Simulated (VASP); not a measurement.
Output of a VASP run:

File OSZICAR:
```
       N       E                     dE             d eps       ncg     rms          rms(c)
DAV:   1     0.825747289050E+02    0.82575E+02   -0.78651E+03  3190   0.144E+03
DAV:   2    -0.727567100939E+01   -0.89850E+02   -0.86786E+02  3400   0.334E+02
DAV:   3    -0.886129961119E+01   -0.15856E+01   -0.15667E+01  3720   0.439E+01
DAV:   4    -0.887116236984E+01   -0.98628E-02   -0.98608E-02  3400   0.357E+00
DAV:   5    -0.887123417255E+01   -0.71803E-04   -0.71801E-04  3609   0.329E-01    0.194E+01
DAV:   6    -0.848327217527E+01    0.38796E+00   -0.49334E-01  3340   0.970E+00    0.770E+00
DAV:   7    -0.839916238387E+01    0.84110E-01   -0.25099E-01  3469   0.664E+00    0.609E-01
DAV:   8    -0.839946703660E+01   -0.30465E-03   -0.60595E-03  3271   0.107E+00    0.157E-01
DAV:   9    -0.839962224227E+01   -0.15521E-03   -0.11276E-04  3533   0.148E-01    0.863E-02
DAV:  10    -0.839960581141E+01    0.16431E-04   -0.48793E-05  3370   0.110E-01    0.274E-03
DAV:  11    -0.839960664304E+01   -0.83163E-06   -0.46231E-07  3295   0.106E-02    0.962E-04
DAV:  12    -0.839960629358E+01    0.34947E-06   -0.45400E-08  2110   0.302E-03    0.462E-04
DAV:  13    -0.839960631487E+01   -0.21297E-07   -0.15925E-09  1661   0.678E-04
   1 F= -.83996063E+01 E0= -.83993604E+01  d E =-.737883E-03
```

**OUTCAR**
```
------------------------ aborting loop because EDIFF is reached ----------------------------------------
  FORCE on cell =-STRESS in cart. coord.  units (eV):
  Direction    XX          YY          ZZ          XY          YZ          ZX
  --------------------------------------------------------------------------------------
  Total        1.8388543      1.8388543      1.8388543      0.0000000      0.0000000      0.0000000
  in kB      183.2872406    183.2872406    183.2872406      0.0000000      0.0000000      0.0000000
  external PRESSURE =     183.2872406 kB  Pullay stress =       0.0000000 kB
  volume of cell :       16.07
      direct lattice vectors                 reciprocal lattice vectors
    -1.589846612  1.589846612  1.589846612     0.000000000  0.314495748  0.314495748
     1.589846612 -1.589846612  1.589846612     0.314495748  0.000000000  0.314495748
     1.589846612  1.589846612 -1.589846612     0.314495748  0.314495748  0.000000000
 POSITION                                       TOTAL-FORCE (eV/Angst)
 -----------------------------------------------------------------------------------
      0.00000      0.00000      0.00000         0.000000      0.000000      0.000000
 -----------------------------------------------------------------------------------
    total drift:                                0.000000     -0.000000     -0.000000
  FREE ENERGIE OF THE ION-ELECTRON SYSTEM (eV)
  ---------------------------------------------------
  free  energy   TOTEN  =        -8.3996063149 eV

  energy  without entropy=       -8.3988684318  energy(sigma->0) =       -8.39936035
```
(Selected blocks of OUTCAR.)

**POSCAR**
```
W
1
   -1.5898466121     1.5898466121     1.5898466121
    1.5898466121    -1.5898466121     1.5898466121
    1.5898466121     1.5898466121    -1.5898466121
W
1
Direct
  0.0000000000   0.0000000000   0.0000000000
```

Problem. Reconstruct the remaining input files.

Solution. One answer among several that fit: the input of the run itself, vdW-DF2, plane waves, VASP's PBE PAW potentials (set 64).

### INCAR
```
# general
SYSTEM  =W
PREC    =Accurate
ENCUT   =520
LREAL   =.FALSE.   # projection in real space or not
LASPH   =.TRUE.   # aspherical one-centre terms

# electronic loop
EDIFF   =1E-7   # SCF stop (eV)
NELM    =100   # most electronic steps
ALGO    =Normal
LMAXMIX =6

# smearing
ISMEAR  =1   # Methfessel-Paxton
SIGMA   =0.1   # width (eV)

# functional
GGA     =ML
LUSE_VDW=.TRUE.
AGGAC   =0.0
ZAB_VDW =-1.8867

# ions
ISIF    =2

# output
LWAVE   =.FALSE.
LCHARG  =.FALSE.
```

File KPOINTS:
```
kpoints
0
gamma
 16 16 16
```

POTCAR, in this order: W_sv (PBE.64 set). Program: vasp_std.

The compound is W in the bcc structure. This cell is one point of a volume scan, at 0.94 of the reference volume.
